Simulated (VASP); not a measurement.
# The defect Pt_Cd in Na2CdCl4 (Pbam), part 3 of 6

Wanted: what the defect Pt_Cd costs in Na2CdCl4 (Pbam) and how the lattice relaxes round it. The start is a computed cell from the Materials Project.

VASP 6.6.1, plane waves and PAW; the level of theory is named at each step.

So far. Step 2 (The host at zero pressure): The run ended after 7 ionic steps, 0.025 eV below its first step, once forces and stress met EDIFFG = -0.03. Step 4 (The perfect supercell): The perfect cell has a gap of 3.67 eV on this mesh, with its valence-band top at -0.021 eV, and only the neutral defect is run.

### Step 5. Reference Cd

This step: PBEsol; plane waves and PAW (Cd) (VASP 6.6.1).

System of this step: Cd. The structure is hexagonal, space group P6_3/mmc (No. 194). The conventional cell has a = 2.980 Å, b = 2.980 Å, c = 5.620 Å, α = 90.00°, β = 90.00°, γ = 120.00°. Cd has 12 Cd at 2.98 to 3.29 Å nearest.

The reference for Cd is its crystal, relaxed at the cutoff of the large cell.

Input file INCAR:

```
SYSTEM = Cd
PREC = Normal
ENCUT = 300
EDIFF = 1E-05
NELM = 120
ISMEAR = 1
SIGMA = 0.1
LREAL = Auto
ALGO = Fast
GGA = PS
NBANDS = 18
LORBIT = 11
LWAVE = .FALSE.
LCHARG = .FALSE.
KPAR = 4
IBRION = 2
NSW = 25
ISIF = 3
EDIFFG = -0.02
POTIM = 0.4
```

Input file POSCAR:

```
Cd
1.0
    2.9800000000      0.0000000000      0.0000000000
   -1.4900000000      2.5807557033      0.0000000000
    0.0000000000      0.0000000000      5.6202800000
Cd
2
Direct
    0.0000000000      0.0000000000      0.0000000000
    0.3333333333      0.6666666667      0.5000000000
```

Input file KPOINTS:

```
Automatic mesh
0
Gamma
10 10 5
0 0 0
```

Potentials, in the order of the species: Cd (PBE family, release 64).

Command:

```
$ mpirun -np 4 vasp_std
```

The log of the run:

```text
[banner, memory and clock lines left out]
running    4 mpi-ranks, on    1 nodes
 distrk:  each k-point on    1 cores,    4 groups
 distr:  one band on    1 cores,    1 groups

 POSCAR found type information on POSCAR Cd
 POSCAR found :  1 types and       2 ions
|                                                                             |
|               ----> ADVICE to this user running VASP <----                  |
|                                                                             |
|     You have a (more or less) 'small supercell' and for smaller cells       |
|     it is recommended to use the reciprocal-space projection scheme!        |
|     The real-space optimization is not efficient for small cells and it     |
|     is also less accurate ...                                               |
|     Therefore, set LREAL=.FALSE. in the INCAR file.                         |
|                                                                             |

 [... a notice as in an earlier step ...]

 LDA part: xc-table for (Slater+PW92), standard interpolation
 POSCAR, INCAR and KPOINTS ok, starting setup
 FFT: planning ... GRIDC
 FFT: planning ... GRID_SOFT
 FFT: planning ... GRID
 WAVECAR not read
 entering main loop
       N       E                     dE             d eps       ncg     rms          rms(c)
DAV:   1     0.119238481057E+03    0.11924E+03   -0.10076E+04  1584   0.872E+02
DAV:   2    -0.250216991267E+00   -0.11949E+03   -0.11676E+03  1584   0.275E+02
DAV:   3    -0.258628547783E+01   -0.23361E+01   -0.23324E+01  1756   0.439E+01
DAV:   4    -0.258921437650E+01   -0.29289E-02   -0.29288E-02  1676   0.137E+00
DAV:   5    -0.258922262956E+01   -0.82531E-05   -0.82531E-05  1660   0.742E-02    0.459E+00
RMM:   6    -0.243361192930E+01    0.15561E+00   -0.35281E-01  1512   0.543E+00    0.372E+00
RMM:   7    -0.241849895907E+01    0.15113E-01   -0.28578E-02  1512   0.118E+00    0.192E+00
RMM:   8    -0.241596850137E+01    0.25305E-02   -0.29398E-03  1512   0.713E-01    0.941E-02
RMM:   9    -0.241598637633E+01   -0.17875E-04   -0.14138E-04  1511   0.108E-01    0.273E-02
RMM:  10    -0.241599998231E+01   -0.13606E-04   -0.44440E-05  1508   0.835E-02    0.237E-02
RMM:  11    -0.241599778412E+01    0.21982E-05   -0.84151E-06   871   0.263E-02
   1 F= -.24159978E+01 E0= -.24159733E+01  d E =-.241600E+01
 curvature:   0.00 expect dE= 0.000E+00 dE for cont linesearch  0.000E+00
 trial: gam= 0.00000 g(F)=  0.434E-46 g(S)=  0.811E-02 ort = 0.000E+00 (trialstep = 0.100E+01)
 search vector abs. value=  0.811E-02
 bond charge predicted
       N       E                     dE             d eps       ncg     rms          rms(c)
DAV:   1    -0.255757439100E+01   -0.14157E+00   -0.25202E+00  1574   0.185E+01    0.254E+00
RMM:   2    -0.243095580557E+01    0.12662E+00   -0.30983E-01  1512   0.559E+00    0.763E-01
RMM:   3    -0.242298590984E+01    0.79699E-02   -0.13331E-02  1512   0.891E-01    0.600E-01
RMM:   4    -0.242106034226E+01    0.19256E-02   -0.16965E-03  1512   0.292E-01    0.475E-02
RMM:   5    -0.242106423658E+01   -0.38943E-05   -0.64421E-05  1132   0.556E-02
   2 F= -.24210642E+01 E0= -.24212311E+01  d E =-.506645E-02
[...]
3 F= -.24212627E+01 E0= -.24214702E+01  d E =-.526496E-02
[...]
4 F= -.24212985E+01 E0= -.24215057E+01  d E =-.530072E-02
[...]
5 F= -.24212955E+01 E0= -.24214994E+01  d E =-.529774E-02
[...]
6 F= -.24213006E+01 E0= -.24215064E+01  d E =-.530282E-02
[...]
7 F= -.24217695E+01 E0= -.24218981E+01  d E =-.468942E-03
 trial-energy change:   -0.000469  1 .order   -0.000568   -0.000790   -0.000346
 step:   1.8695(harm=  1.8695)  dis= 0.00000  next Energy=    -2.422003 (dE=-0.703E-03)
 bond charge predicted
       N       E                     dE             d eps       ncg     rms          rms(c)
DAV:   1    -0.242406312672E+01   -0.22956E-02   -0.96823E-02  1552   0.256E+00    0.226E-01
RMM:   2    -0.242257692423E+01    0.14862E-02   -0.65761E-04  1512   0.227E-01    0.128E-01
RMM:   3    -0.242185845352E+01    0.71847E-03   -0.77042E-04  1512   0.201E-01    0.387E-02
RMM:   4    -0.242186002464E+01   -0.15711E-05   -0.18689E-05  1023   0.412E-02
   8 F= -.24218600E+01 E0= -.24218944E+01  d E =-.559417E-03
 curvature:  -1.00 expect dE=-0.161E-04 dE for cont linesearch -0.325E-06
 trial: gam= 0.07452 g(F)=  0.235E-46 g(S)=  0.162E-04 ort =-0.162E-04 (trialstep = 0.122E+01)
 search vector abs. value=  0.182E-04
 reached required accuracy - stopping structural energy minimisation
```

Run time: 27 s. Hardware: 4 MPI ranks of AMD EPYC 7R43, shared host; peak memory 0.36 GiB.

From OUTCAR (step 5):

```text
  LATTYP: Found a hexagonal cell.
 ALAT       =     2.9800000000
 C/A-ratio  =     1.8860000000

 Subroutine GETGRP returns: Found 24 space group operations
 (whereof 12 operations were pure point group operations)

The static configuration has the point symmetry D_3h.
 The point group associated with its full space group is D_6h.

 Found     42 irreducible k-points:

   k-points           NKPTS =     42   k-points in BZ     NKDIM =     42   number of bands    NBANDS=     18

   dimension x,y,z NGX =    14 NGY =   14 NGZ =   24
   dimension x,y,z NGXF=    28 NGYF=   28 NGZF=   48

   ENCUT  =  300.0 eV  22.05 Ry    4.70 a.u.   4.21  4.21  7.94*2*pi/ulx,y,z

   NELECT =      24.0000    total number of electrons

 E-fermi :   2.8487

 k-point     1 :       0.0000    0.0000    0.0000
  band No.  band energies     occupation
    ...
      9      -5.7279      2.00000
     10      -5.4388      2.00000
     11      -5.4388      2.00000
     12      -0.1604      2.00000
     13       0.1170      2.00000
     14      14.0621      0.00000
     15      17.3844      0.00000
     16      17.8128      0.00000
     17      17.8128      0.00000
     18      18.4766      0.00000

 k-point     2 :       0.1000    0.0000    0.0000
  band No.  band energies     occupation
    ...
      9      -5.7621      2.00000
     10      -5.5733      2.00000
     11      -5.4358      2.00000
     12       0.2415      2.00000
     13       0.2592      2.00000
     14      14.3922      0.00000
     15      14.5728      0.00000
     16      16.2109      0.00000
     17      17.0196      0.00000
     18      18.3352      0.00000

  Total       -0.0177923     -0.0177923     -0.0143058      0.0000000      0.0000000      0.0000000
  in kB       -0.6764130     -0.6764130     -0.5438667      0.0000000      0.0000000      0.0000000
  external PRESSURE =      -0.6322309 kB  Pullay stress =       0.0000000 kB

  energy-cutoff  :      300.00
  volume of cell :       42.14
      direct lattice vectors                 reciprocal lattice vectors
     2.970241383  0.000000000  0.000000000     0.336672974  0.194378232 -0.000000000
    -1.485120692  2.572304493 -0.000000000     0.000000000  0.388756464  0.000000000
     0.000000000 -0.000000000  5.515915073     0.000000000  0.000000000  0.181293582

 POSITION                                       TOTAL-FORCE (eV/Angst)
 -----------------------------------------------------------------------------------
     -1.48512      2.57230     -0.00000         0.000000      0.000000      0.000000
     -0.00000      1.71487      2.75796        -0.000000     -0.000000      0.000000
 -----------------------------------------------------------------------------------
    total drift:                               -0.000002      0.000001     -0.000000

  FREE ENERGIE OF THE ION-ELECTRON SYSTEM (eV)
  ---------------------------------------------------
  free  energy   TOTEN  =        -2.4218600246 eV

  energy  without entropy=       -2.4219630792  energy(sigma->0) =       -2.42189438

 total charge
# of ion       s       p       d       tot
------------------------------------------
    1        0.526   0.322   9.454  10.302
    2        0.526   0.322   9.454  10.302
--------------------------------------------------
tot          1.053   0.643  18.908  20.604

[... 1 part as in an earlier step ...]

[... 7 further parts left out ...]
```

CONTCAR:

```
Cd
   1.00000000000000
     2.9702413833910133    0.0000000000000000    0.0000000000000000
    -1.4851206916955066    2.5723044934106016   -0.0000000000000000
     0.0000000000000000   -0.0000000000000000    5.5159150730189506
  Cd
     2
Direct
     0.0000000000000000    1.0000000000000000    0.0000000000000000
     0.3333333332999970    0.6666666667000030    0.5000000000000000
```

The k-mesh is coarse for a metal. The run keeps the 24 symmetry operations of its start, so it cannot find a distortion of lower symmetry.

The steps of the relaxation:

| step | energy less that of the first step (eV) | largest force (eV/Å) | pressure (GPa) | volume (Å³) |
| --- | --- | --- | --- | --- |
| 1 | 0.0000 | 0.0000 | -1.31 | 43.22 |
| 2 | -0.0051 | 0.0000 | -0.26 | 42.35 |
| 3 | -0.0053 | 0.0000 | 0.23 | 42.02 |
| 4 | -0.0053 | 0.0000 | 0.18 | 42.09 |
| 5 | -0.0053 | 0.0000 | 0.10 | 42.14 |
| 6 | -0.0053 | 0.0000 | 0.11 | 42.12 |
| 7 | -0.0058 | 0.0000 | 0.02 | 42.13 |
| 8 | -0.0059 | 0.0000 | -0.06 | 42.14 |

| conventional cell, symmetrised | before | after | change |
| --- | --- | --- | --- |
| a (Å) | 2.980 | 2.970 | -0.3 % |
| b (Å) | 2.980 | 2.970 | -0.3 % |
| c (Å) | 5.620 | 5.516 | -1.9 % |
| volume (Å³/atom) | 21.61 | 21.07 | -2.5 % |

The relaxed structure:

```
Cd
1.0
     2.97024    0.00000    0.00000
    -1.48512    2.57230    0.00000
     0.00000    0.00000    5.51592
Cd
2
Direct
  0.00000 0.00000 0.00000
  0.33333 0.66667 0.50000
```

This step gave:

| Property | Result |
| --- | --- |
| electronic cycles | 42 |
| electrons | 24 |
| free energy (TOTEN) | -2.422 eV |
| Fermi energy | 2.849 eV |
| labelled metallic, from the levels on this mesh | yes |

The run ended after 8 ionic steps, 0.006 eV below its first step, once forces and stress met EDIFFG = -0.02.

The edges of the cell as typed change unequally, by -1.9 to -0.3 %. In a metal that hangs on the k mesh, which was not refined here; the energy is less touched by it than the shape.

Energy at zero smearing: -2.42189 eV.

### Step 6. Reference Pt

This step: PBEsol; plane waves and PAW (Pt) (VASP 6.6.1).

System of this step: Pt. It takes space group Fm-3m (No. 225, cubic). Conventional cell: a = 3.920 Å, b = 3.920 Å, c = 3.920 Å, α = 90.00°, β = 90.00°, γ = 90.00°. Nearest to Pt lie 12 Pt at 2.77 Å.

The reference for Pt is its crystal, relaxed at the cutoff of the large cell.

INCAR, as its differences from that of step 5:

```diff
@@ -1,2 +1,2 @@
-SYSTEM = Cd
+SYSTEM = Pt
 PREC = Normal
@@ -10,3 +10,3 @@
 GGA = PS
-NBANDS = 18
+NBANDS = 11
 LORBIT = 11
```

Input file POSCAR:

```
Pt
1.0
    0.0000000000      1.9600000000      1.9600000000
    1.9600000000      0.0000000000      1.9600000000
    1.9600000000      1.9600000000      0.0000000000
Pt
1
Direct
    0.0000000000      0.0000000000      0.0000000000
```

Input file KPOINTS:

```
Automatic mesh
0
Gamma
12 12 12
0 0 0
```

The projector-augmented-wave data sets are Pt (PBE family, release 64).

Command:

```
$ mpirun -np 4 vasp_std
```

The log of the run:

```text
[banner, memory and clock lines left out]
running    4 mpi-ranks, on    1 nodes
 distrk:  each k-point on    1 cores,    4 groups
 distr:  one band on    1 cores,    1 groups

 POSCAR found type information on POSCAR Pt
 POSCAR found :  1 types and       1 ions
 [... a notice as in an earlier step ...]

 [... a notice as in an earlier step ...]

 LDA part: xc-table for (Slater+PW92), standard interpolation
 POSCAR, INCAR and KPOINTS ok, starting setup
 FFT: planning ... GRIDC
 FFT: planning ... GRID_SOFT
 FFT: planning ... GRID
 WAVECAR not read
 entering main loop
       N       E                     dE             d eps       ncg     rms          rms(c)
DAV:   1     0.191979539815E+02    0.19198E+02   -0.37620E+03  1904   0.512E+02
DAV:   2    -0.713986434751E+01   -0.26338E+02   -0.25492E+02  1845   0.126E+02
DAV:   3    -0.741459908133E+01   -0.27473E+00   -0.27450E+00  1838   0.119E+01
DAV:   4    -0.741564001178E+01   -0.10409E-02   -0.10409E-02  1812   0.855E-01
DAV:   5    -0.741564819093E+01   -0.81791E-05   -0.81795E-05  1851   0.695E-02    0.134E+01
RMM:   6    -0.701881043471E+01    0.39684E+00   -0.39247E-01  1584   0.525E+00    0.685E+00
RMM:   7    -0.697564431002E+01    0.43166E-01   -0.76389E-02  1584   0.247E+00    0.256E+00
RMM:   8    -0.697235306375E+01    0.32912E-02   -0.13242E-02  1584   0.940E-01    0.875E-01
RMM:   9    -0.697128906308E+01    0.10640E-02   -0.18691E-03  1584   0.356E-01    0.450E-02
RMM:  10    -0.697130754726E+01   -0.18484E-04   -0.18022E-04  1543   0.912E-02    0.375E-02
RMM:  11    -0.697130473184E+01    0.28154E-05   -0.12555E-05  1232   0.265E-02
   1 F= -.69713047E+01 E0= -.69705486E+01  d E =-.697130E+01
 curvature:   0.00 expect dE= 0.000E+00 dE for cont linesearch  0.000E+00
 trial: gam= 0.00000 g(F)=  0.000E+00 g(S)=  0.173E-02 ort = 0.000E+00 (trialstep = 0.100E+01)
 search vector abs. value=  0.173E-02
 bond charge predicted
       N       E                     dE             d eps       ncg     rms          rms(c)
DAV:   1    -0.698850758964E+01   -0.17200E-01   -0.35825E-01  1656   0.550E+00    0.965E-01
RMM:   2    -0.697103256679E+01    0.17475E-01   -0.18460E-02  1584   0.110E+00    0.355E-01
RMM:   3    -0.697024042475E+01    0.79214E-03   -0.17088E-03  1584   0.364E-01    0.197E-01
RMM:   4    -0.697033934607E+01   -0.98921E-04   -0.28883E-04  1574   0.135E-01    0.252E-02
RMM:   5    -0.697033314051E+01    0.62056E-05   -0.37231E-05  1444   0.475E-02
   2 F= -.69703331E+01 E0= -.69695393E+01  d E =0.971591E-03
 trial-energy change:    0.000972  1 .order    0.000885   -0.001735    0.003504
 step:   0.3098(harm=  0.3311)  dis= 0.00000  next Energy=    -6.971571 (dE=-0.266E-03)
 bond charge predicted
       N       E                     dE             d eps       ncg     rms          rms(c)
DAV:   1    -0.697986305560E+01   -0.95237E-02   -0.16779E-01  1692   0.380E+00    0.637E-01
RMM:   2    -0.697199085629E+01    0.78722E-02   -0.83849E-03  1584   0.743E-01    0.261E-01
RMM:   3    -0.697152033227E+01    0.47052E-03   -0.91060E-04  1584   0.265E-01    0.137E-01
RMM:   4    -0.697153895783E+01   -0.18626E-04   -0.10108E-04  1571   0.801E-02    0.833E-03
RMM:   5    -0.697153990789E+01   -0.95006E-06   -0.13579E-05  1192   0.265E-02
   3 F= -.69715399E+01 E0= -.69707726E+01  d E =-.235176E-03
 curvature:  -0.17 expect dE=-0.142E-07 dE for cont linesearch -0.142E-07
 trial: gam=-0.00698 g(F)=  0.229E-67 g(S)=  0.857E-07 ort = 0.122E-04 (trialstep = 0.862E+00)
 search vector abs. value=  0.104E-09
 reached required accuracy - stopping structural energy minimisation
```

Run time: 7.4 s. Hardware: 4 MPI ranks; peak memory 0.3 GiB.

Parts of OUTCAR (step 6):

```text
   k-points           NKPTS =     72   k-points in BZ     NKDIM =     72   number of bands    NBANDS=     11

   ENCUT  =  300.0 eV  22.05 Ry    4.70 a.u.   3.91  3.91  3.91*2*pi/ulx,y,z

   NELECT =      10.0000    total number of electrons

 E-fermi :  11.2395

 k-point     1 :       0.0000    0.0000    0.0000
  band No.  band energies     occupation
    ...
      2       7.3811      2.00000
      3       7.3811      2.00000
      4       7.3811      2.00000
      5       9.5895      2.00000
      6       9.5895      2.00000
      7      25.8152      0.00000
      8      30.8045      0.00000
      9      30.8045      0.00000
     10      30.8046      0.00000
     11      36.1248      0.00000

  Total       -0.0008605     -0.0008605     -0.0008605      0.0000000     -0.0000000      0.0000000
  in kB       -0.0919536     -0.0919536     -0.0919536      0.0000000     -0.0000000      0.0000000
  external PRESSURE =      -0.0919536 kB  Pullay stress =       0.0000000 kB

 POSITION                                       TOTAL-FORCE (eV/Angst)
 -----------------------------------------------------------------------------------
      0.00000      0.00000      0.00000         0.000000      0.000000     -0.000000
 -----------------------------------------------------------------------------------
    total drift:                               -0.000000     -0.000000     -0.000000

  FREE ENERGIE OF THE ION-ELECTRON SYSTEM (eV)
  ---------------------------------------------------
  free  energy   TOTEN  =        -6.9715399079 eV

  energy  without entropy=       -6.9692379802  energy(sigma->0) =       -6.97077260

[... 1 part as in an earlier step ...]

[... 15 further parts left out ...]
```

The run keeps the 48 symmetry operations of its start, so it cannot find a distortion of lower symmetry.

Step by step:

| step | energy less that of the first step (eV) | largest force (eV/Å) | pressure (GPa) | volume (Å³) |
| --- | --- | --- | --- | --- |
| 1 | 0.0000 | 0.0000 | -1.30 | 15.06 |
| 2 | 0.0010 | 0.0000 | 2.67 | 14.85 |
| 3 | -0.0002 | 0.0000 | -0.01 | 14.99 |

| conventional cell, symmetrised | before | after | change |
| --- | --- | --- | --- |
| a (Å) | 3.920 | 3.914 | -0.1 % |
| b (Å) | 3.920 | 3.914 | -0.1 % |
| c (Å) | 3.920 | 3.914 | -0.1 % |
| volume (Å³/atom) | 15.06 | 14.99 | -0.4 % |

Final coordinates:

```
Pt
1.0
     0.00000    1.95713    1.95713
     1.95713    0.00000    1.95713
     1.95713    1.95713    0.00000
Pt
1
Direct
  0.00000 0.00000 0.00000
```

Numbers from this step:

* electronic cycles: 21
* electrons: 10
* free energy (TOTEN): -6.972 eV
* energy at zero smearing: -6.971 eV
* Fermi energy: 11.24 eV

The run ended after 3 ionic steps, 0.000 eV below its first step, once forces and stress met EDIFFG = -0.02.

Energy at zero smearing: -6.97077 eV.

(Continued in part 4 of 6.)

[Lines on the potential files, build, host, timing and source positions are cut from VASP's logs without a mark.]

[Logs are printed without paths, hosts, clocks, repeated set-up lines and the standing remarks that a program may print on its own settings, such as how far it seeks lower states.]

[Hosts, paths, dates, database ids (printed as entryN), source tags and the programs' standing remarks are cut or masked in the printed files.]

[In band tables of VASP the shares of atoms and orbitals are scaled to a sum of 1 inside the atoms' spheres.]

[Runs that stopped without an error message from VASP are left out.]
